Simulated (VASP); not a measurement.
# Sn2C (P4_2/nmc) in VASP: density of states with PBE

Aim: the density of states of Sn2C with PBE.

All numbers are computed with VASP 6.6.1; they aren't measurements. Logs are shortened: lines on timing, memory, paths and dates and some standing lists are left out, and cuts for length are marked.

## 1. The structure

It takes space group P4_2/nmc (No. 137, tetragonal). The conventional cell has a = 3.517 Å, b = 3.517 Å, c = 10.121 Å, α = 90.00°, β = 90.00°, γ = 90.00°. Around Sn (site symmetry 2mm) lie 2 C at 2.21 Å. C (site symmetry -4m2) is surrounded by 4 Sn at 2.21 Å.

The cell was built by a generator and needn't be a form met in nature.

## 2. Density of states, PBE

Contents of POSCAR:

```
Sn2C
1.0
    3.5165700000      0.0000000000      0.0000000000
    0.0000000000      3.5165700000      0.0000000000
    0.0000000000      0.0000000000     10.1205500000
Sn C
4 2
Direct
    0.5000000000      0.0000000000      0.8671210000
    0.0000000000      0.5000000000      0.1328790000
    0.5000000000      0.0000000000      0.3671210000
    0.0000000000      0.5000000000      0.6328790000
    0.0000000000      0.0000000000      0.0000000000
    0.5000000000      0.5000000000      0.5000000000
```

Contents of INCAR.step1:

```
SYSTEM = Sn2C
PREC = Accurate
ENCUT = 520
EDIFF = 1E-7
ISMEAR = 0
SIGMA = 0.1
LREAL = .FALSE.
LASPH = .TRUE.
NELM = 100
ALGO = Normal
ISIF = 2
LWAVE = .FALSE.
LCHARG = .TRUE.
GGA = PE
NBANDS = 41
KPAR = 4
```

Contents of KPOINTS.step1:

```
regular mesh
0
G
  8 8 4
  0 0 0
```

Contents of INCAR.step2:

```
SYSTEM = Sn2C
PREC = Accurate
ENCUT = 520
EDIFF = 1E-7
ISMEAR = -5
SIGMA = 0.1
LREAL = .FALSE.
LASPH = .TRUE.
NELM = 100
ALGO = Normal
ISIF = 2
LWAVE = .FALSE.
LCHARG = .FALSE.
GGA = PE
LORBIT = 11
NBANDS = 41
KPAR = 4
NEDOS = 2001
ICHARG = 11
```

Contents of KPOINTS.step2:

```
regular mesh
0
G
  12 12 6
  0 0 0
```

Potentials or basis: VASP PAW PBE potentials, release 64 (Sn_d, C).

The run is started by

```console
> cat potpaw_PBE.64/Sn_d/POTCAR potpaw_PBE.64/C/POTCAR > POTCAR
> cp INCAR.step1 INCAR
> cp KPOINTS.step1 KPOINTS
> mpirun -np 4 vasp_std > vasp.out
> cp INCAR.step2 INCAR
> cp KPOINTS.step2 KPOINTS
> mpirun -np 4 vasp_std > vasp.out
```

OUTCAR:

```text
SYSTEM = Sn2C
   PREC = Accurate
   ENCUT = 520
   EDIFF = 1E-7
   ISMEAR = -5
   LREAL = .FALSE.
   LASPH = .TRUE.
   NELM = 100
   ISIF = 2
   GGA = PE
   LORBIT = 11
   ICHARG = 11

 ion  position               nearest neighbor table
   1  0.500  0.000  0.867-   5 2.21   5 2.21   4 3.44   4 3.44   4 3.44   4 3.44   2 3.66   2 3.66
                             2 3.66   2 3.66
   2  0.000  0.500  0.133-   5 2.21   5 2.21   3 3.44   3 3.44   3 3.44   3 3.44   1 3.66   1 3.66
                             1 3.66   1 3.66
   3  0.500  0.000  0.367-   6 2.21   6 2.21   2 3.44   2 3.44   2 3.44   2 3.44   4 3.66   4 3.66
                             4 3.66   4 3.66
   4  0.000  0.500  0.633-   6 2.21   6 2.21   1 3.44   1 3.44   1 3.44   1 3.44   3 3.66   3 3.66
                             3 3.66   3 3.66
   5  0.000  0.000  0.000-   1 2.21   2 2.21   2 2.21   1 2.21
   6  0.500  0.500  0.500-   3 2.21   4 2.21   3 2.21   4 2.21

  LATTYP: Found a simple tetragonal cell.
 ALAT       =     3.5165700000
 C/A-ratio  =     2.8779606264

  Lattice vectors:

 A1 = (   3.5165700000,   0.0000000000,   0.0000000000)
 A2 = (   0.0000000000,   3.5165700000,   0.0000000000)
 A3 = (   0.0000000000,   0.0000000000,  10.1205500000)

Analysis of symmetry for initial positions (statically):
=====================================================================
 Subroutine PRICEL returns:
 Original cell was already a primitive cell.

 Routine SETGRP: Setting up the symmetry group for a
 simple tetragonal supercell.

 Subroutine GETGRP returns: Found 16 space group operations
 (whereof  8 operations were pure point group operations)
 out of a pool of 16 trial point group operations.

The static configuration has the point symmetry D_2d.
 The point group associated with its full space group is D_4h.

Analysis of symmetry for dynamics (positions and initial velocities):
=====================================================================
 Subroutine PRICEL returns:
 Original cell was already a primitive cell.

 Routine SETGRP: Setting up the symmetry group for a
 simple tetragonal supercell.

 Subroutine GETGRP returns: Found 16 space group operations
 (whereof  8 operations were pure point group operations)
 out of a pool of 16 trial point group operations.

The dynamic configuration has the point symmetry D_2d.
 The point group associated with its full space group is D_4h.

 Subroutine INISYM returns: Found 16 space group operations
 (whereof  8 operations are pure point group operations),
 and found     1 'primitive' translations

[... 122 lines left out ...]
   IMIX   =      4    mixing-type and parameters
     AMIX     =   0.40;   BMIX     =  1.00
     AMIX_MAG =   1.60;   BMIX_MAG =  1.00
  volume/ion in A,a.u.               =      20.86       140.76
  Fermi-wavevector in a.u.,A,eV,Ry     =   1.309144  2.473923 23.318438  1.713857
  Thomas-Fermi vector in A             =   2.439762
   LORBIT       =     11    0 simple, 1 ext, 2 COOP (PROOUT), +10 PAW based schemes
   GGA     = PE    functional components
   LHFCALC =     F    Hartree Fock is set to
   AEXX    =    0.0000 exact exchange contribution
   IVDW    =     0    specifies the selected vdW correction
   LEPSILON=     F    determine dielectric tensor
   LRPA    =     F    only Hartree local field effects (RPA)
 non-spin polarized calculation
 Fermi weights with tetrahedron method with Bloechl corrections
  energy-cutoff  :      520.00
  volume of cell :      125.15
 maximum number of plane-waves:      3430
 NGX is ok and might be reduce to    28

 number of electron      64.0000023 magnetization

 Free energy of the ion-electron system (eV)
  ---------------------------------------------------
  ext. energy  EPLUGINS =         0.00000000
  ---------------------------------------------------
  free energy    TOTEN  =       -29.07779796 eV

  energy without entropy =      -29.07779796  energy(sigma->0) =      -29.07779796

 E-fermi :   7.4118     XC(G=0): -10.3772

 val. band max:        7.3190367075   @ k =   0.3333   0.3333   0.0000
 cond. band min:       7.2915032811   @ k =   0.2500   0.0000   0.5000
 fundamental gap:     -0.0275334265
 Fermi energy:         7.4117804993

 k-point     1 :       0.0000    0.0000    0.0000
  band No.  band energies     occupation
      1     -14.0233      2.00000
      2     -13.9860      2.00000
      3     -13.9824      2.00000
      4     -13.9435      2.00000
      5     -13.8772      2.00000
      6     -13.8772      2.00000
[... 1045 lines left out ...]
     40      12.7253      0.00000
     41      13.3731      0.00000

 [... further k-points ...]

------------------------ aborting loop because EDIFF is reached ----------------------------------------

  FORCE on cell =-STRESS in cart. coord.  units (eV):
  Direction    XX          YY          ZZ          XY          YZ          ZX
  --------------------------------------------------------------------------------------
  -------------------------------------------------------------------------------------
  Total        0.3096967      0.3096967      0.2014460      0.0000000      0.0000000      0.0000000
  in kB        3.9646463      3.9646463      2.5788534      0.0000000      0.0000000      0.0000000
  external PRESSURE =       3.5027154 kB  Pullay stress =       0.0000000 kB

 VOLUME and BASIS-vectors are now :
 -----------------------------------------------------------------------------
  energy-cutoff  :      520.00
  volume of cell :      125.15
      direct lattice vectors                 reciprocal lattice vectors
     3.516570000  0.000000000  0.000000000     0.284368006  0.000000000  0.000000000
     0.000000000  3.516570000  0.000000000     0.000000000  0.284368006  0.000000000
     0.000000000  0.000000000 10.120550000     0.000000000  0.000000000  0.098808859

 POSITION                                       TOTAL-FORCE (eV/Angst)
 -----------------------------------------------------------------------------------
      1.75829      0.00000      8.77574        -0.000000      0.000000      0.058513
      0.00000      1.75829      1.34481         0.000000      0.000000     -0.058513
      1.75829      0.00000      3.71547         0.000000     -0.000000      0.058513
      0.00000      1.75829      6.40508         0.000000      0.000000     -0.058513
      0.00000      0.00000      0.00000         0.000000      0.000000      0.000000
      1.75829      1.75829      5.06027        -0.000000     -0.000000      0.000000
 -----------------------------------------------------------------------------------
    total drift:                                0.000000      0.000000      0.000000

  FREE ENERGIE OF THE ION-ELECTRON SYSTEM (eV)
  ---------------------------------------------------
  free  energy   TOTEN  =       -29.0777979557 eV

  energy  without entropy=      -29.0777979557  energy(sigma->0) =      -29.07779796

 total charge

# of ion       s       p       d       tot
------------------------------------------
    1        1.197   1.033  10.035  12.265
    2        1.197   1.033  10.035  12.265
    3        1.197   1.033  10.035  12.265
    4        1.197   1.033  10.035  12.265
    5        0.881   1.424   0.000   2.304
    6        0.881   1.424   0.000   2.304
--------------------------------------------------
tot          6.548   6.982  40.140  53.669
```

Run time: 80 s. Hardware: 4 MPI ranks of Intel Xeon 6975P-C (Granite Rapids), shared host; peak memory 0.52 GiB.

What came out:

```
Valence electrons inside the program's atomic spheres : Sn 12.27; C 2.30
```

Levels at points of the mesh, in eV from the Fermi level:
```
           k point  band 29  band 30  band 31  band 32  band 33  band 34  band 35  band 36
(0.00, 0.00, 0.00)    -1.60    -1.59    -0.97     1.49     2.27     3.15     3.15     3.42
(0.50, 0.00, 0.00)    -2.46    -2.46    -1.09    -1.09     1.85     1.85     3.86     3.86
(0.50, 0.50, 0.00)    -2.40    -2.40    -1.78    -1.78    -0.62    -0.62    -0.17    -0.17
(0.00, 0.00, 0.50)    -1.72    -1.72     0.63     0.63     2.86     2.86     3.61     3.61
(0.50, 0.00, 0.50)    -1.09    -1.09    -0.71    -0.71     0.65     0.65     4.35     4.35
(0.50, 0.50, 0.50)    -1.93    -1.93    -1.26    -1.26    -1.26    -1.26    -0.88    -0.88
```

States per cell in windows of 1 eV (zero at the Fermi level; states under -8 eV left out):
| from (eV) | total | C5_p | C6_p | Sn1_p | Sn2_p | Sn3_p | Sn4_p |
| --- | --- | --- | --- | --- | --- | --- | --- |
| -8.0 | 2.08 | 0.07 | 0.07 | 0.02 | 0.02 | 0.02 | 0.02 |
| -7.0 | 2.45 | 0.10 | 0.10 | 0.05 | 0.05 | 0.05 | 0.05 |
| -6.0 | 1.79 | 0.09 | 0.09 | 0.06 | 0.06 | 0.06 | 0.06 |
| -5.0 | 0.78 | 0.05 | 0.05 | 0.04 | 0.04 | 0.04 | 0.04 |
| -4.0 | 2.76 | 0.21 | 0.21 | 0.18 | 0.18 | 0.18 | 0.18 |
| -3.0 | 3.35 | 0.29 | 0.29 | 0.23 | 0.23 | 0.23 | 0.23 |
| -2.0 | 3.78 | 0.42 | 0.42 | 0.23 | 0.23 | 0.23 | 0.23 |
| -1.0 | 2.19 | 0.15 | 0.15 | 0.16 | 0.16 | 0.16 | 0.16 |
| 0.0 | 2.23 | 0.13 | 0.13 | 0.16 | 0.16 | 0.16 | 0.16 |
| 1.0 | 1.92 | 0.10 | 0.10 | 0.15 | 0.15 | 0.15 | 0.15 |
| 2.0 | 1.81 | 0.05 | 0.05 | 0.15 | 0.15 | 0.15 | 0.15 |
| 3.0 | 3.40 | 0.12 | 0.12 | 0.25 | 0.25 | 0.25 | 0.25 |
| 4.0 | 3.32 | 0.21 | 0.21 | 0.19 | 0.19 | 0.19 | 0.19 |
| 5.0 | 3.62 | 0.23 | 0.23 | 0.22 | 0.22 | 0.22 | 0.22 |
| 6.0 | 1.61 | 0.09 | 0.09 | 0.11 | 0.11 | 0.11 | 0.11 |
| 7.0 | 0.08 | 0.00 | 0.00 | 0.00 | 0.00 | 0.00 | 0.00 |

Caveat: tetrahedron occupations give inexact forces and stress in metals.
